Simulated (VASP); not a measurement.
```
CELL_PARAMETERS angstrom
      2.17692    -3.77053     0.00000
      2.17692     3.77053     0.00000
      0.00000     0.00000     5.97670
ATOMIC_POSITIONS crystal
  Te 0.00000 0.27357 0.66667
  Te 0.72643 0.72643 0.00000
  Te 0.27357 0.00000 0.33333
```

All values below come from MS2 meta-GGA, VASP's PBE PAW potentials (set 64) (plane waves; VASP). Run with 520 eV cut-off, 7×7×4 Γ-centred mesh, tetrahedra with Blöchl corrections, potentials Te.

Unless said otherwise, spin-orbit coupling is left out, though it shifts the bands of the heavy elements here.

Question: What does the run give for the energy per atom (σ→0), band gap (over mesh and band path) with the smallest direct gap where there is one?

Answer: 
```
Item                                                   Value
---------------------------------------------  -------------
band gap (over mesh and band path)                   0.12 eV
smallest direct gap (over mesh and band path)        0.12 eV
energy per atom (σ→0)                          1.140 eV/atom
```

Total energies compare only between runs with the same potentials, cut-off and functional.

The compound is Te in the trig structure. It was relaxed first.
